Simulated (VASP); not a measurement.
Output of a VASP run:

### OSZICAR
```
...
DAV:   2    -0.679711836052E+02   -0.11108E+03   -0.98626E+02 10563   0.263E+02
DAV:   3    -0.716489126448E+02   -0.36777E+01   -0.35829E+01 12469   0.584E+01
DAV:   4    -0.716878101073E+02   -0.38897E-01   -0.38882E-01 11830   0.515E+00
DAV:   5    -0.716889162237E+02   -0.11061E-02   -0.11061E-02 13213   0.982E-01    0.173E+01
DAV:   6    -0.704554570027E+02    0.12335E+01   -0.32478E+01 11538   0.118E+02    0.346E+01
DAV:   7    -0.665293217594E+02    0.39261E+01   -0.12362E+01 12665   0.903E+01    0.874E+00
DAV:   8    -0.664055091007E+02    0.12381E+00   -0.74736E-01 12622   0.127E+01    0.363E+00
DAV:   9    -0.664948360566E+02   -0.89327E-01   -0.23933E-01 11343   0.616E+00    0.278E+00
DAV:  10    -0.664823275177E+02    0.12509E-01   -0.11631E-01 13660   0.847E+00    0.111E+00
DAV:  11    -0.664808493854E+02    0.14781E-02   -0.16409E-02 13646   0.243E+00    0.474E-01
DAV:  12    -0.664818387242E+02   -0.98934E-03   -0.15031E-03 12394   0.473E-01    0.122E-01
DAV:  13    -0.664819930740E+02   -0.15435E-03   -0.29583E-04 13724   0.226E-01    0.607E-02
DAV:  14    -0.664819928795E+02    0.19442E-06   -0.82057E-05 12705   0.164E-01    0.300E-02
DAV:  15    -0.664819988631E+02   -0.59836E-05   -0.13844E-05 11823   0.393E-02    0.136E-02
DAV:  16    -0.664819992114E+02   -0.34827E-06   -0.70567E-06 13451   0.608E-02    0.667E-03
DAV:  17    -0.664819998753E+02   -0.66388E-06   -0.62933E-07 11200   0.885E-03    0.315E-03
DAV:  18    -0.664819995878E+02    0.28748E-06   -0.21287E-07  9780   0.932E-03    0.968E-04
DAV:  19    -0.664819995543E+02    0.33508E-07   -0.56778E-08  5656   0.439E-03
   1 F= -.66482000E+02 E0= -.66482116E+02  d E =-.664820E+02  mag=     3.6172
       N       E                     dE             d eps       ncg     rms          rms(c)
DAV:   1    -0.664821138215E+02   -0.11423E-03   -0.64039E-03 11256   0.661E-01    0.635E-02
DAV:   2    -0.664820581791E+02    0.55642E-04   -0.20602E-04 13558   0.331E-01    0.700E-02
DAV:   3    -0.664820443115E+02    0.13868E-04   -0.10728E-04 12964   0.293E-01    0.377E-02
DAV:   4    -0.664820417477E+02    0.25638E-05   -0.23012E-05 14140   0.709E-02    0.151E-02
DAV:   5    -0.664820417578E+02   -0.10121E-07   -0.28891E-06 13610   0.330E-02    0.654E-03
DAV:   6    -0.664820415607E+02    0.19714E-06   -0.42070E-07 10863   0.762E-03    0.402E-03
DAV:   7    -0.664820416745E+02   -0.11381E-06   -0.22706E-07 10249   0.108E-02    0.192E-03
DAV:   8    -0.664820415820E+02    0.92478E-07   -0.50548E-08  5357   0.435E-03
   2 F= -.66482042E+02 E0= -.66482153E+02  d E =-.420277E-04  mag=     3.6145
       N       E                     dE             d eps       ncg     rms          rms(c)
DAV:   1    -0.664821603887E+02   -0.11871E-03   -0.89397E-03 11242   0.781E-01    0.751E-02
DAV:   2    -0.664820816377E+02    0.78751E-04   -0.28612E-04 13523   0.390E-01    0.812E-02
DAV:   3    -0.664820628792E+02    0.18758E-04   -0.14756E-04 12922   0.345E-01    0.448E-02
DAV:   4    -0.664820589823E+02    0.38969E-05   -0.32492E-05 14142   0.849E-02    0.176E-02
DAV:   5    -0.664820589336E+02    0.48735E-07   -0.40571E-06 13596   0.389E-02    0.754E-03
DAV:   6    -0.664820586979E+02    0.23571E-06   -0.58947E-07 12641   0.890E-03    0.466E-03
DAV:   7    -0.664820588102E+02   -0.11228E-06   -0.29508E-07 11001   0.124E-02    0.227E-03
DAV:   8    -0.664820587007E+02    0.10945E-06   -0.63739E-08  5341   0.508E-03    0.663E-04
DAV:   9    -0.664820587197E+02   -0.19029E-07   -0.18749E-08  5208   0.180E-03
   3 F= -.66482059E+02 E0= -.66482164E+02  d E =-.591655E-04  mag=     3.6114
```

**OUTCAR**
```
------------------------ aborting loop because EDIFF is reached ----------------------------------------
  FORCE on cell =-STRESS in cart. coord.  units (eV):
  Direction    XX          YY          ZZ          XY          YZ          ZX
  --------------------------------------------------------------------------------------
  Total       -2.0674146     -2.0674146     -2.0681657      0.0000000      0.0000000      0.0000000
  in kB     -112.2399632   -112.2399632   -112.2807433      0.0000000      0.0000000      0.0000000
  external PRESSURE =    -112.2535566 kB  Pullay stress =       0.0000000 kB
  volume of cell :       29.51
      direct lattice vectors                 reciprocal lattice vectors
     2.783751399  0.000000000 -0.000000000     0.359227480  0.000000000  0.000000000
     0.000000000  2.783751399 -0.000000000     0.000000000  0.359227480  0.000000000
    -0.000000000  0.000000000  3.808287609     0.000000000  0.000000000  0.262585210
 POSITION                                       TOTAL-FORCE (eV/Angst)
 -----------------------------------------------------------------------------------
      0.00000      0.00000      0.00000        -0.000000      0.000000      0.000000
      1.39188      1.39188      1.90414         0.000000      0.000000      0.000000
 -----------------------------------------------------------------------------------
    total drift:                                0.000000      0.000000     -0.000000
  FREE ENERGIE OF THE ION-ELECTRON SYSTEM (eV)
  ---------------------------------------------------
  free  energy   TOTEN  =       -66.4820587197 eV

  energy  without entropy=      -66.4823737460  energy(sigma->0) =      -66.48216373

 total charge

# of ion       s       p       d       tot
------------------------------------------
    1        0.395   0.424   5.996   6.815
    2        0.689   0.600   8.033   9.323
--------------------------------------------------
tot          1.085   1.025  14.029  16.138

 magnetization (x)

# of ion       s       p       d       tot
------------------------------------------
    1        0.019  -0.015   3.319   3.323
    2       -0.024  -0.085   0.440   0.331
--------------------------------------------------
tot         -0.005  -0.100   3.759   3.654

 reached required accuracy - stopping structural energy minimisation
```
(Selected blocks of OUTCAR.)

**POSCAR**
```
FePt
1
    2.7865961187     0.0000000000     0.0000000000
    0.0000000000     2.7865961187     0.0000000000
    0.0000000000     0.0000000000     3.8005161328
Fe Pt
1 1
Direct
  0.0000000000   0.0000000000   0.0000000000
  0.5000000000   0.5000000000   0.5000000000
```

Q: Write an INCAR and KPOINTS that could have produced this output.

A: Several could match; the one computed here: the input of the run itself, r2SCAN meta-GGA, plane waves, VASP's PBE PAW potentials (set 64).

### INCAR
```
ALGO = Normal
EDIFF = 1E-7
EDIFFG = -0.01
ENCUT = 520
IBRION = 2
ISIF = 4
ISMEAR = 1
ISPIN = 2
LASPH = .True.
LCHARG = .False.
LMAXMIX = 6
LMIXTAU = .True.
LORBIT = 10
LREAL = .False.
LWAVE = .False.
MAGMOM = 3.3 0.3
METAGGA = R2SCAN
NELM = 100
NSW = 30
PREC = Accurate
SIGMA = 0.1
SYSTEM = FePt
```

File KPOINTS:
```
Automatic mesh
0
Gamma
13 13 10
0 0 0
```

POTCAR, in this order: Fe Pt (PBE.64 set). Program: vasp_std.

The compound is FePt in the L1_0 structure. This cell is one point of a volume scan, at 1.06 of the reference volume. Symmetry was kept, so distortions that lower it aren't found.
